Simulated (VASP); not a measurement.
# ZnSn: structure and properties in VASP, part 3 of 4

Aim: relax ZnSn, then compute properties on the relaxed cell. The cell is invented: it takes the structure of COD entry 9008826, CeZn (space group 221 there), with some of its atoms replaced by other elements, volume scaled by an estimate. It may not be a known or stable phase. Left out of this account: 1 further run (relaxation: it shows nothing beyond the runs told).

VASP 6.6.1, plane waves and PAW; the level of theory is named at each step.

So far. Step 4 (Second relaxation): It ends with forces that vanish by symmetry and a pressure of -0.04 GPa. Step 5 (Single point with fields (vdW-DF)): In this run the pressure is -0.02 GPa, small enough to go on. The relaxed cell has a = 3.638 Å (conventional setting).

## (6) Bands along the symmetry lines (vdW-DF)

Level of this step: vdW-DF; plane waves and PAW (Sn_d, Zn); invented cell (VASP).

Levels along the symmetry lines show where the bands peak and cross; KPOINTS_OPT computes them in the converged potential.

Contents of INCAR:

```
SYSTEM = ZnSn
PREC = Accurate
ENCUT = 400
EDIFF = 1E-06
NELM = 100
ISMEAR = 1
SIGMA = 0.2
LREAL = .FALSE.
ALGO = Normal
GGA = RE
AGGAC = 0
LUSE_VDW = .TRUE.
LASPH = .TRUE.
NBANDS = 25
LORBIT = 11
LWAVE = .FALSE.
LCHARG = .FALSE.
```

Contents of POSCAR:

```
ZnSn
1.0
    3.6377815832      0.0000000000      0.0000000000
    0.0000000000      3.6377815832      0.0000000000
    0.0000000000      0.0000000000      3.6377815832
Sn Zn
1 1
Direct
    0.5000000000      0.5000000000      0.5000000000
    0.0000000000      0.0000000000      0.0000000000
```

Contents of KPOINTS:

```
Automatic mesh
0
Gamma
7 7 7
0 0 0
```

Contents of KPOINTS_OPT:

```
Line mode
16
Line-mode
Reciprocal
  0.00000000   0.00000000   0.00000000 GAMMA
  0.00000000   0.50000000   0.00000000 X

  0.00000000   0.50000000   0.00000000 X
  0.50000000   0.50000000   0.00000000 M

  0.50000000   0.50000000   0.00000000 M
  0.00000000   0.00000000   0.00000000 GAMMA

  0.00000000   0.00000000   0.00000000 GAMMA
  0.50000000   0.50000000   0.50000000 R

  0.50000000   0.50000000   0.50000000 R
  0.00000000   0.50000000   0.00000000 X

  0.50000000   0.50000000   0.00000000 M
  0.50000000   0.50000000   0.50000000 R
```

Potentials, in the order of the species: Sn_d and Zn (PBE family, release 64).

Run with:

```
$ mpirun -np 1 vasp_std
```

Log:

```text
[... set-up lines as in an earlier step ...]
 entering main loop
       N       E                     dE             d eps       ncg     rms          rms(c)
DAV:   1     0.175784417601E+03    0.17578E+03   -0.11145E+04  1056   0.138E+03
DAV:   2     0.205370820187E+02   -0.15525E+03   -0.14900E+03  1008   0.318E+02
DAV:   3     0.311590998744E+01   -0.17421E+02   -0.17311E+02  1172   0.950E+01
DAV:   4     0.270866014353E+01   -0.40725E+00   -0.40704E+00  1172   0.149E+01
DAV:   5     0.270001860831E+01   -0.86415E-02   -0.86411E-02  1273   0.218E+00    0.175E+00
DAV:   6     0.274838115862E+01    0.48363E-01   -0.15019E-01  1243   0.560E+00    0.137E+00
DAV:   7     0.275273538846E+01    0.43542E-02   -0.15328E-02  1152   0.119E+00    0.619E-01
DAV:   8     0.275382814639E+01    0.10928E-02   -0.26690E-03  1262   0.491E-01    0.651E-02
DAV:   9     0.275374601193E+01   -0.82134E-04   -0.45196E-04  1145   0.139E-01    0.198E-02
DAV:  10     0.275373444237E+01   -0.11570E-04   -0.35506E-05  1142   0.496E-02    0.108E-02
DAV:  11     0.275373090836E+01   -0.35340E-05   -0.62531E-06  1102   0.155E-02    0.267E-03
DAV:  12     0.275373060363E+01   -0.30473E-06   -0.91796E-07   965   0.940E-03
   1 F= 0.27537306E+01 E0= 0.27563251E+01  d E =-.778349E-02
 Start KPOINTS_OPT (optional k-point list driver)
k-point batch [1-20\96]
       N       E                     dE             ncg
DAV:   1     0.107357830198E+02   -0.70349E+04     1064
DAV:   2    -0.310550168729E+04   -0.31162E+04     1000
DAV:   3    -0.345784491890E+04   -0.35234E+03     1215
DAV:   4    -0.346606132575E+04   -0.82164E+01     1131
DAV:   5    -0.346622842789E+04   -0.16710E+00     1288
DAV:   6    -0.346623607335E+04   -0.76455E-02     1311
DAV:   7    -0.346623630692E+04   -0.23357E-03     1382
DAV:   8    -0.346623630956E+04   -0.26356E-05      878
DAV:   9    -0.346623630966E+04   -0.97860E-07      798
[...]
k-point batch [81-96\96]
       N       E                     dE             ncg
DAV:   1     0.228100665546E+04   -0.14508E+05      832
DAV:   2    -0.209125484444E+03   -0.24901E+04      816
DAV:   3    -0.474293502263E+03   -0.26517E+03     1006
DAV:   4    -0.480413938600E+03   -0.61204E+01     1104
DAV:   5    -0.480541041655E+03   -0.12710E+00     1023
DAV:   6    -0.480546141489E+03   -0.50998E-02     1198
DAV:   7    -0.480546398973E+03   -0.25748E-03     1055
DAV:   8    -0.480546402938E+03   -0.39648E-05      861
DAV:   9    -0.480546403004E+03   -0.66010E-07      709
```

Wall time 29 s (1 MPI rank of Intel Xeon Platinum 8488C (Sapphire Rapids), shared host); peak memory 0.27 GiB.

OUTCAR, selected parts (step 6):

```text
   k-points           NKPTS =     20   k-points in BZ     NKDIM =     20   number of bands    NBANDS=     25

   NELECT =      26.0000    total number of electrons

 E-fermi :   5.1824

 k-point     1 :       0.0000    0.0000    0.0000
  band No.  band energies     occupation
    ...
      7      -2.0541      2.00000
      8      -2.0541      2.00000
      9      -1.9099      2.00000
     10      -1.9099      2.00000
     11      -1.9099      2.00000
     12       5.9978     -0.00000
     13       6.3709     -0.00000
     14       6.3709     -0.00000
     15       6.3709     -0.00000
     16      10.7920      0.00000
    ...

Total vdW correction in eV:      4.8913352

  Total       -0.0027238     -0.0027238     -0.0027238     -0.0000000     -0.0000000      0.0000000
  in kB       -0.0906530     -0.0906530     -0.0906530     -0.0000000     -0.0000000      0.0000000
  external PRESSURE =      -0.0906530 kB  Pullay stress =       0.0000000 kB

  FREE ENERGIE OF THE ION-ELECTRON SYSTEM (eV)
  ---------------------------------------------------
  free  energy   TOTEN  =         2.7537306036 eV

  energy  without entropy=        2.7615140891  energy(sigma->0) =        2.75632510

Total vdW correction in eV:      4.8913282

[... 9 parts as in an earlier step ...]

[... 8 further parts left out ...]
```

Spin-orbit coupling is off here; with elements this heavy it splits and shifts levels by tenths of an eV or more.

Numbers from this step:

* bands: 25
* pressure: -0.009065 GPa

The electronic bands at the labelled points (eV, zero at the Fermi level; # counts the bands kept, so #1 is VASP's band 5):

| point | #5 | #6 | #7 | #8 | #9 | #10 | #11 | #12 |
| --- | --- | --- | --- | --- | --- | --- | --- | --- |
| Γ | -7.09 | -7.09 | 0.82 | 1.19 | 1.19 | 1.19 | 5.61 | 5.61 |
| 0.47 of the way | -7.13 | -7.09 | -2.80 | 1.90 | 1.90 | 2.75 | 6.10 | 8.30 |
| X | -7.17 | -7.09 | -5.73 | 3.59 | 3.59 | 4.68 | 4.98 | 5.55 |
| 0.47 of the way | -7.11 | -6.75 | -5.17 | -0.17 | 1.01 | 4.01 | 6.09 | 6.60 |
| M | -7.02 | -5.47 | -3.22 | -3.22 | -2.57 | 4.70 | 7.14 | 7.86 |
| 0.53 of the way | -7.13 | -7.11 | -2.61 | -1.44 | 2.54 | 4.09 | 4.97 | 8.07 |
| Γ | -7.09 | -7.09 | 0.82 | 1.19 | 1.19 | 1.19 | 5.61 | 5.61 |
| 0.47 of the way | -7.14 | -7.03 | -2.42 | -0.75 | -0.75 | 3.78 | 5.86 | 5.86 |
| R | -7.01 | -4.64 | -0.67 | -0.60 | -0.60 | -0.60 | 1.04 | 1.04 |
| 0.53 of the way | -7.08 | -6.31 | -4.54 | -0.03 | 0.96 | 0.98 | 2.69 | 6.86 |
| X | -7.17 | -7.09 | -5.73 | 3.59 | 3.59 | 4.68 | 4.98 | 5.55 |
| jump to M | -7.02 | -5.47 | -3.22 | -3.22 | -2.57 | 4.70 | 7.14 | 7.86 |
| 0.53 of the way | -7.02 | -5.15 | -2.24 | -2.24 | -1.90 | 1.35 | 3.51 | 3.78 |
| R | -7.01 | -4.64 | -0.67 | -0.60 | -0.60 | -0.60 | 1.04 | 1.04 |

Of the projections kept (Sn, Zn), the largest for each band there; the rest of the weight can lie on other orbitals:

| point | #5 | #6 | #7 | #8 | #9 | #10 | #11 | #12 |
| --- | --- | --- | --- | --- | --- | --- | --- | --- |
| Γ | Zn 1.00 | Zn 1.00 | Zn 0.55 | Sn 0.75 | Sn 0.75 | Sn 0.75 | Sn 0.67 | Sn 0.67 |
| X | Zn 1.00 | Zn 1.00 | Zn 0.72 | Sn 0.93 | Sn 0.93 | Zn 0.52 | Sn 0.53 | Zn 0.78 |
| M | Zn 1.00 | Sn 0.63 | Sn 0.74 | Sn 0.74 | Zn 0.92 | Sn 1.00 | Zn 1.00 | Zn 0.51 |
| Γ | Zn 1.00 | Zn 1.00 | Zn 0.55 | Sn 0.75 | Sn 0.75 | Sn 0.75 | Sn 0.67 | Sn 0.67 |
| R | Zn 1.00 | Sn 1.00 | Zn 1.00 | Sn 0.85 | Sn 0.85 | Sn 0.85 | Zn 0.75 | Zn 0.75 |
| X | Zn 1.00 | Zn 1.00 | Zn 0.72 | Sn 0.93 | Sn 0.93 | Zn 0.52 | Sn 0.53 | Zn 0.78 |

There is no gap at this level.

## (7) Total and projected DOS (vdW-DF)

Here the states are counted by energy and projected on the atoms. The mesh is finer than in the run before.

INCAR, as its differences from that of step 6:

```diff
@@ -5,3 +5,3 @@
 NELM = 100
-ISMEAR = 1
+ISMEAR = -5
 SIGMA = 0.2
@@ -17 +17,2 @@
 LCHARG = .FALSE.
+NEDOS = 2001
```

POSCAR is that of step 6.

Contents of KPOINTS:

```
Automatic mesh
0
Gamma
11 11 11
0 0 0
```

Run with:

```
$ mpirun -np 1 vasp_std
```

Log:

```text
[... set-up lines as in an earlier step ...]
 entering main loop
       N       E                     dE             d eps       ncg     rms          rms(c)
DAV:   1     0.173725808797E+03    0.17373E+03   -0.10890E+04  2960   0.135E+03
DAV:   2     0.200040650848E+02   -0.15372E+03   -0.14785E+03  2856   0.312E+02
DAV:   3     0.311262418457E+01   -0.16891E+02   -0.16806E+02  3243   0.936E+01
DAV:   4     0.271743493595E+01   -0.39519E+00   -0.39526E+00  3265   0.148E+01
DAV:   5     0.270915013128E+01   -0.82848E-02   -0.82901E-02  3473   0.216E+00    0.177E+00
DAV:   6     0.275833914681E+01    0.49189E-01   -0.15118E-01  3446   0.564E+00    0.139E+00
DAV:   7     0.276305829387E+01    0.47191E-02   -0.15978E-02  3236   0.122E+00    0.624E-01
DAV:   8     0.276342882266E+01    0.37053E-03   -0.26952E-03  3575   0.497E-01    0.697E-02
DAV:   9     0.276422406719E+01    0.79524E-03   -0.48570E-04  3154   0.135E-01    0.148E-02
DAV:  10     0.276422510819E+01    0.10410E-05   -0.15130E-05  3401   0.260E-02    0.111E-02
DAV:  11     0.276423258674E+01    0.74786E-05   -0.72476E-06  3175   0.196E-02    0.251E-03
DAV:  12     0.276423723678E+01    0.46500E-05   -0.12716E-06  3028   0.914E-03    0.111E-03
DAV:  13     0.276423762031E+01    0.38353E-06   -0.71940E-08  1567   0.268E-03
   1 F= 0.27642376E+01 E0= 0.27642376E+01  d E =0.000000E+00
 -----------------------------------------------------------------------------
|                                                                             |
|           W    W    AA    RRRRR   N    N  II  N    N   GGGG   !!!           |
|           W    W   A  A   R    R  NN   N  II  NN   N  G    G  !!!           |
|           W    W  A    A  R    R  N N  N  II  N N  N  G       !!!           |
|           W WW W  AAAAAA  RRRRR   N  N N  II  N  N N  G  GGG   !            |
|           WW  WW  A    A  R   R   N   NN  II  N   NN  G    G                |
|           W    W  A    A  R    R  N    N  II  N    N   GGGG   !!!           |
|                                                                             |
|     Tetrahedron method does not include variations of the Fermi             |
|     occupations, so forces and stress will be inaccurate. We suggest        |
|     using a different smearing scheme ISMEAR = 1 or 2 for metals in         |
|     relaxations.                                                            |
|                                                                             |
 -----------------------------------------------------------------------------
```

Elapsed: 25 s, on 1 MPI rank; peak memory 0.3 GiB.

Parts of OUTCAR (step 7):

```text
   k-points           NKPTS =     56   k-points in BZ     NKDIM =     56   number of bands    NBANDS=     25

   NELECT =      26.0000    total number of electrons

 E-fermi :   5.1356

 k-point     1 :       0.0000    0.0000    0.0000
  band No.  band energies     occupation
    ...
      7      -2.0597      2.00000
      8      -2.0597      2.00000
      9      -1.9152      2.00000
     10      -1.9152      2.00000
     11      -1.9152      2.00000
     12       5.9950      0.20680
     13       6.3731      0.00000
     14       6.3731      0.00000
     15       6.3731      0.00000
     16      10.7883      0.00000
    ...

Total vdW correction in eV:      4.8908131

  Total       -0.0010697     -0.0010697     -0.0010697     -0.0000000      0.0000000     -0.0000000
  in kB       -0.0355994     -0.0355994     -0.0355994     -0.0000000      0.0000000     -0.0000000
  external PRESSURE =      -0.0355994 kB  Pullay stress =       0.0000000 kB

  FREE ENERGIE OF THE ION-ELECTRON SYSTEM (eV)
  ---------------------------------------------------
  free  energy   TOTEN  =         2.7642376203 eV

  energy  without entropy=        2.7642376203  energy(sigma->0) =        2.76423762

Total vdW correction in eV:      4.8908075

[... 7 parts as in an earlier step ...]

[... 10 further parts left out ...]
```

With tetrahedra the forces and stress of a metal are not exact derivatives of the energy.

This step gave:

| Property | Result |
| --- | --- |
| SCF cycles | 13 |
| irreducible k-points | 56 |
| free energy (TOTEN) | 2.764 eV |
| Fermi energy | 5.136 eV |
| pressure | -0.003560 GPa |
| DOS at the Fermi level | 1.057 states/eV/cell |

The density of states has structure finer than the step of the table below, so its rows give means over 0.25 eV, whole bins alone (the curve runs from -6.60 to 6.84 eV). Peaks (eV: height): total -3.433: 0.990, -1.236: 1.15, -0.645: 1.76, 0.016: 1.25, 1.765: 1.26, 3.537: 1.31, 5.852: 1.51; Zn d -5.607: 0.177, -0.645: 0.055, 6.396: 0.0404.

States under -6.6 eV and over 6.8 eV are left out, among them most of the Zn d (centred near -7.1 eV) states. Table of density of states by energy, zero at the Fermi level; means over each step; values in states/eV/cell:

| energy (eV) | total | Zn d |
| --- | --- | --- |
| -6.25 | 0.657 | 0.277 |
| -6.00 | 0.568 | 0.195 |
| -5.75 | 0.494 | 0.143 |
| -5.50 | 0.521 | 0.107 |
| -5.25 | 0.489 | 0.0574 |
| -5.00 | 0.477 | 0.0357 |
| -4.75 | 0.489 | 0.0260 |
| -4.50 | 0.497 | 0.0222 |
| -4.25 | 0.572 | 0.0222 |
| -4.00 | 0.706 | 0.0244 |
| -3.75 | 0.875 | 0.0284 |
| -3.50 | 0.940 | 0.0282 |
| -3.25 | 0.805 | 0.0219 |
| -3.00 | 0.812 | 0.0182 |
| -2.75 | 0.702 | 0.0134 |
| -2.50 | 0.579 | 0.0105 |
| -2.25 | 0.612 | 0.0117 |
| -2.00 | 0.645 | 0.0128 |
| -1.75 | 0.763 | 0.0151 |
| -1.50 | 0.911 | 0.0194 |
| -1.25 | 1.09 | 0.0242 |
| -1.00 | 0.920 | 0.0193 |
| -0.75 | 0.962 | 0.0213 |
| -0.50 | 1.06 | 0.0244 |
| -0.25 | 0.954 | 0.0226 |
| 0.00 | 1.01 | 0.0249 |
| 0.25 | 0.931 | 0.0215 |
| 0.50 | 1.03 | 0.0226 |
| 0.75 | 1.06 | 0.0236 |
| 1.00 | 1.00 | 0.0212 |
| 1.25 | 1.00 | 0.0201 |
| 1.50 | 1.07 | 0.0208 |
| 1.75 | 1.18 | 0.0230 |
| 2.00 | 1.08 | 0.0219 |
| 2.25 | 1.05 | 0.0219 |
| 2.50 | 1.02 | 0.0215 |
| 2.75 | 0.992 | 0.0214 |
| 3.00 | 1.07 | 0.0235 |
| 3.25 | 1.13 | 0.0246 |
| 3.50 | 1.20 | 0.0256 |
| 3.75 | 1.18 | 0.0231 |
| 4.00 | 1.12 | 0.0215 |
| 4.25 | 1.06 | 0.0207 |
| 4.50 | 0.835 | 0.0173 |
| 4.75 | 0.677 | 0.0160 |
| 5.00 | 0.687 | 0.0167 |
| 5.25 | 0.867 | 0.0206 |
| 5.50 | 1.18 | 0.0268 |
| 5.75 | 1.33 | 0.0321 |
| 6.00 | 1.31 | 0.0318 |
| 6.25 | 1.26 | 0.0342 |
| 6.50 | 1.30 | 0.0383 |

The finer mesh and the other smearing move the Fermi level by -0.05 eV from the 7×7×7 run, a small shift, which tests the Fermi level alone.

[end of part 3 of 4]

[Lines on the potential files, build, host, timing and source positions are cut from VASP's logs without a mark.]

[Logs are printed without paths, hosts, clocks, repeated set-up lines and the standing remarks that a program may print on its own settings, such as how far it seeks lower states.]

[Hosts, paths, dates, database ids (printed as entryN), source tags and the programs' standing remarks are cut or masked in the printed files.]

[A measured line is paired with the nearest computed mode of its activity, which favours agreement.]
